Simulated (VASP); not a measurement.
OSZICAR of a VASP run on MnF₂ (rutile):

File OSZICAR:
```
       N       E                     dE             d eps       ncg     rms          rms(c)
DAV:   1     0.717653947773E+03    0.71765E+03   -0.31633E+04  3168   0.194E+03
DAV:   2     0.269290485499E+02   -0.69072E+03   -0.66614E+03  3432   0.559E+02
DAV:   3    -0.408097540006E+02   -0.67739E+02   -0.67377E+02  3352   0.186E+02
DAV:   4    -0.424434246968E+02   -0.16337E+01   -0.16117E+01  3680   0.296E+01
DAV:   5    -0.424715398471E+02   -0.28115E-01   -0.28114E-01  3256   0.426E+00    0.226E+01
DAV:   6    -0.394301051706E+02    0.30414E+01   -0.20902E+01  3712   0.356E+01    0.164E+01
DAV:   7    -0.395281309666E+02   -0.98026E-01   -0.15370E+00  3264   0.987E+00    0.109E+01
DAV:   8    -0.393506263626E+02    0.17750E+00   -0.48541E-01  3224   0.637E+00    0.331E+00
DAV:   9    -0.395660243286E+02   -0.21540E+00   -0.12893E-01  3808   0.388E+00    0.943E-01
DAV:  10    -0.395694669632E+02   -0.34426E-02   -0.16828E-02  3168   0.857E-01    0.181E-01
DAV:  11    -0.395697233734E+02   -0.25641E-03   -0.51862E-04  3688   0.191E-01    0.625E-02
DAV:  12    -0.395699793865E+02   -0.25601E-03   -0.16496E-04  3360   0.930E-02    0.522E-02
DAV:  13    -0.395700219725E+02   -0.42586E-04   -0.37768E-05  3368   0.390E-02    0.101E-02
DAV:  14    -0.395700313000E+02   -0.93274E-05   -0.10712E-05  3464   0.242E-02    0.524E-03
DAV:  15    -0.395700315484E+02   -0.24844E-06   -0.63906E-07  3032   0.566E-03    0.288E-03
DAV:  16    -0.395700317649E+02   -0.21646E-06   -0.33449E-07  3064   0.370E-03    0.849E-04
DAV:  17    -0.395700317442E+02    0.20637E-07   -0.11329E-08  1776   0.940E-04
   1 F= -.39570032E+02 E0= -.39570032E+02  d E =-.395700E+02  mag=    -0.0000
       N       E                     dE             d eps       ncg     rms          rms(c)
DAV:   1    -0.395763603612E+02   -0.63286E-02   -0.10615E+00  3072   0.765E+00    0.666E-01
DAV:   2    -0.395746649027E+02    0.16955E-02   -0.28859E-02  3648   0.129E+00    0.402E-01
DAV:   3    -0.395731654040E+02    0.14995E-02   -0.14492E-03  3928   0.321E-01    0.223E-01
DAV:   4    -0.395728429744E+02    0.32243E-03   -0.63928E-04  3608   0.189E-01    0.635E-02
DAV:   5    -0.395728469224E+02   -0.39479E-05   -0.63815E-05  3224   0.547E-02    0.358E-02
DAV:   6    -0.395728475192E+02   -0.59679E-06   -0.49834E-06  3952   0.183E-02    0.170E-02
DAV:   7    -0.395728483153E+02   -0.79617E-06   -0.11358E-06  3568   0.847E-03    0.344E-03
DAV:   8    -0.395728483862E+02   -0.70901E-07   -0.11675E-07  2144   0.303E-03
   2 F= -.39572848E+02 E0= -.39572848E+02  d E =-.281664E-02  mag=    -0.0000
       N       E                     dE             d eps       ncg     rms          rms(c)
DAV:   1    -0.395761747489E+02   -0.33264E-02   -0.77512E-01  3072   0.653E+00    0.568E-01
DAV:   2    -0.395749442657E+02    0.12305E-02   -0.21078E-02  3648   0.110E+00    0.343E-01
DAV:   3    -0.395738514904E+02    0.10928E-02   -0.10555E-03  3936   0.275E-01    0.190E-01
DAV:   4    -0.395736173219E+02    0.23417E-03   -0.46475E-04  3616   0.161E-01    0.543E-02
DAV:   5    -0.395736201609E+02   -0.28390E-05   -0.46107E-05  3240   0.463E-02    0.306E-02
DAV:   6    -0.395736206210E+02   -0.46002E-06   -0.36248E-06  3920   0.154E-02    0.145E-02
DAV:   7    -0.395736212121E+02   -0.59109E-06   -0.82641E-07  3568   0.723E-03    0.285E-03
DAV:   8    -0.395736212630E+02   -0.50915E-07   -0.80434E-08  1912   0.244E-03
   3 F= -.39573621E+02 E0= -.39573621E+02  d E =-.358952E-02  mag=    -0.0000
```

Which electronic solver shows in the log?

It is blocked Davidson (ALGO = Normal, or the opening steps of other solvers). The INCAR had ALGO = Normal.

How was spin treated?

Collinear spin (ISPIN = 2): the summary line carries one mag value, 0.00 μB in the cell.

Can the final energy be trusted as converged?

The calculation finished and met its thresholds. It stopped with EDIFF = 1E-7, NELM = 100, NSW = 30 and EDIFFG = -0.01 after 3 ionic steps (AM05 GGA, plane waves, VASP's PBE PAW potentials (set 64)).

The compound is MnF2 in the rutile structure. This cell is one point of a volume scan, at 0.94 of the reference volume. Symmetry was kept, so distortions that lower it aren't found.
